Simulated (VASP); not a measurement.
Given:

```
CELL_PARAMETERS angstrom
      0.00000     2.72723     2.72723
      2.72723     0.00000     2.72723
      2.72723     2.72723     0.00000
ATOMIC_POSITIONS crystal
  Na 0.25000 0.25000 0.25000
  Na 0.75000 0.75000 0.75000
  S  0.00000 0.00000 0.00000
```

The numbers are results of LDA (Ceperley-Alder, Perdew-Zunger), VASP's LDA PAW potentials (set 64) (plane waves; VASP 6.6.1), not measurements. Run with 500 eV cut-off, 7×7×7 Γ-centred mesh, Gaussian smearing of 0.050 eV, potentials Na_pv S.

Estimate the energy per atom (σ→0), pressure.

* **energy per atom (σ→0)**: -2.886 eV/atom
* **pressure**: 44.92 GPa

The absolute energy has meaning only against runs of the same code, potentials and settings.

The compound is Na2S in the antifluorite structure. It was relaxed first under an external pressure of 45 GPa.
